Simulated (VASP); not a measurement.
All values below come from PBE GGA, VASP's PBE PAW potentials (set 64) (plane waves; VASP).

A VASP calculation is set up with these files.

### KPOINTS
```
Automatic mesh
0
Gamma
3 3 3
0 0 0
```

**POSCAR**
```
Cs2AgBiBr6
1
    0.0000000000     5.7108340000     5.7108340000
    5.7108340000     0.0000000000     5.7108340000
    5.7108340000     5.7108340000     0.0000000000
Cs Ag Bi Br
2 1 1 6
Direct
  0.7500000000   0.7500000000   0.7500000000
  0.2500000000   0.2500000000   0.2500000000
  0.5000000000   0.5000000000   0.5000000000
  0.0000000000   0.0000000000   0.0000000000
  0.7491900000   0.2508100000   0.2508100000
  0.2508100000   0.7491900000   0.7491900000
  0.2508100000   0.7491900000   0.2508100000
  0.7491900000   0.2508100000   0.7491900000
  0.2508100000   0.2508100000   0.7491900000
  0.7491900000   0.7491900000   0.2508100000
```

INCAR:
```
SYSTEM  =  Cs2AgBiBr6
PREC  =  Accurate; ENCUT  =  450; LREAL  =  F
LASPH  =  T
EDIFF  =  1E-6; NELM  =  100; ALGO  =  Normal
LMAXMIX  =  4
ISMEAR  =  0; SIGMA  =  0.02
GGA  =  PE
ISIF  =  2
LWAVE  =  F; LCHARG  =  F
```

POTCAR, in this order: Cs_sv Ag Bi_d Br (PBE.64 set). Program: vasp_std.

The resulting files:

**OUTCAR**
```
 ion  position               nearest neighbor table
   1  0.750  0.750  0.750-
   2  0.250  0.250  0.250-
   3  0.500  0.500  0.500-   5 2.85   6 2.85   7 2.85   8 2.85   9 2.85  10 2.85
   4  0.000  0.000  0.000-   5 2.86   6 2.86   7 2.86   8 2.86   9 2.86  10 2.86
   5  0.749  0.251  0.251-   3 2.85   4 2.86
   6  0.251  0.749  0.749-   3 2.85   4 2.86
   7  0.251  0.749  0.251-   3 2.85   4 2.86
   8  0.749  0.251  0.749-   3 2.85   4 2.86
   9  0.251  0.251  0.749-   3 2.85   4 2.86
  10  0.749  0.749  0.251-   3 2.85   4 2.86
  LATTYP: Found a face centered cubic cell.
 ALAT       =    11.4216680000
 Subroutine PRICEL returns:
 Original cell was already a primitive cell.
 Subroutine GETGRP returns: Found 48 space group operations
The static configuration has the point symmetry O_h .
The dynamic configuration has the point symmetry O_h .
 Subroutine INISYM returns: Found 48 space group operations
 Subroutine IBZKPT returns following result:
 Found      4 irreducible k-points:

 Following reciprocal coordinates:
            Coordinates               Weight
  0.000000  0.000000  0.000000      1.000000
  0.333333  0.000000  0.000000      8.000000
  0.333333  0.333333  0.000000      6.000000
 -0.333333  0.333333  0.000000     12.000000
   k-points           NKPTS =      4   k-points in BZ     NKDIM =      4   number of bands    NBANDS=     51
   number of dos      NEDOS =    301   number of ions     NIONS =     10
   total plane-waves  NPLWV = 175616
   dimension x,y,z NGX =    56 NGY =   56 NGZ =   56
   dimension x,y,z NGXF=   112 NGYF=  112 NGZF=  112
   ions per type =               2   1   1   6
   PREC   = accura    normal or accurate (medium, high low for compatibility)
   ISTART =      0    job   : 0-new  1-cont  2-samecut
   ICHARG =      2    charge: 1-file 2-atom 10-const
   ISPIN  =      1    spin polarized calculation?
   LNONCOLLINEAR =      F non collinear calculations
   LSORBIT =      F    spin-orbit coupling
...
```

File OSZICAR:
```
       N       E                     dE             d eps       ncg     rms          rms(c)
DAV:   1     0.669521525459E+03    0.66952E+03   -0.34283E+04   440   0.131E+03
DAV:   2     0.418185332745E+02   -0.62770E+03   -0.61276E+03   513   0.283E+02
DAV:   3    -0.287680497733E+02   -0.70587E+02   -0.70277E+02   469   0.114E+02
DAV:   4    -0.309363833873E+02   -0.21683E+01   -0.21605E+01   488   0.240E+01
DAV:   5    -0.310126855081E+02   -0.76302E-01   -0.76258E-01   552   0.407E+00    0.758E+00
DAV:   6    -0.296729093457E+02    0.13398E+01   -0.24589E+00   552   0.934E+00    0.502E+00
DAV:   7    -0.295946063412E+02    0.78303E-01   -0.11683E+00   512   0.420E+00    0.229E+00
DAV:   8    -0.296013304179E+02   -0.67241E-02   -0.10401E-01   464   0.168E+00    0.585E-01
DAV:   9    -0.296033742020E+02   -0.20438E-02   -0.97893E-03   488   0.584E-01    0.126E-01
DAV:  10    -0.296041718343E+02   -0.79763E-03   -0.17790E-03   496   0.172E-01    0.940E-02
DAV:  11    -0.296044896410E+02   -0.31781E-03   -0.35350E-04   488   0.854E-02    0.173E-02
DAV:  12    -0.296045166693E+02   -0.27028E-04   -0.36523E-05   464   0.285E-02    0.118E-02
DAV:  13    -0.296045228271E+02   -0.61577E-05   -0.27918E-05   488   0.180E-02    0.698E-03
DAV:  14    -0.296045217210E+02    0.11060E-05   -0.40677E-06   424   0.742E-03    0.133E-03
DAV:  15    -0.296045217626E+02   -0.41630E-07   -0.34882E-07   320   0.309E-03
   1 F= -.29604522E+02 E0= -.29604522E+02  d E =-.678046E-25
```

OUTCAR:
```
------------------------ aborting loop because EDIFF is reached ----------------------------------------
  FORCE on cell =-STRESS in cart. coord.  units (eV):
  Direction    XX          YY          ZZ          XY          YZ          ZX
  --------------------------------------------------------------------------------------
  Total        0.9162571      0.9162571      0.9162571     -0.0000000      0.0000000      0.0000000
  in kB        3.9409354      3.9409354      3.9409354     -0.0000000      0.0000000      0.0000000
  external PRESSURE =       3.9409354 kB  Pullay stress =       0.0000000 kB
  volume of cell :      372.50
      direct lattice vectors                 reciprocal lattice vectors
     0.000000000  5.710834000  5.710834000    -0.087552886  0.087552886  0.087552886
     5.710834000  0.000000000  5.710834000     0.087552886 -0.087552886  0.087552886
     5.710834000  5.710834000  0.000000000     0.087552886  0.087552886 -0.087552886
 POSITION                                       TOTAL-FORCE (eV/Angst)
 -----------------------------------------------------------------------------------
      8.56625      8.56625      8.56625         0.000000      0.000000     -0.000000
      2.85542      2.85542      2.85542        -0.000000      0.000000      0.000000
      5.71083      5.71083      5.71083        -0.000000      0.000000     -0.000000
      0.00000      0.00000      0.00000        -0.000000      0.000000     -0.000000
      2.86467      5.71083      5.71083         0.094322      0.000000      0.000000
      8.55700      5.71083      5.71083        -0.094322      0.000000      0.000000
      5.71083      2.86467      5.71083         0.000000      0.094322      0.000000
      5.71083      8.55700      5.71083         0.000000     -0.094322      0.000000
      5.71083      5.71083      2.86467         0.000000      0.000000      0.094322
      5.71083      5.71083      8.55700         0.000000      0.000000     -0.094322
 -----------------------------------------------------------------------------------
    total drift:                               -0.000000     -0.000000      0.000000
  FREE ENERGIE OF THE ION-ELECTRON SYSTEM (eV)
  ---------------------------------------------------
  free  energy   TOTEN  =       -29.6045217626 eV

  energy  without entropy=      -29.6045217626  energy(sigma->0) =      -29.60452176
```
(Selected blocks of OUTCAR.)

The structure comes from a computed database's Cs2AgBiBr6 entry; how it stands against other phases isn't given here. The cell was not relaxed at this level. The run is one of a series of settings (ENCUT = 450 against the base run), some of them coarse on purpose.
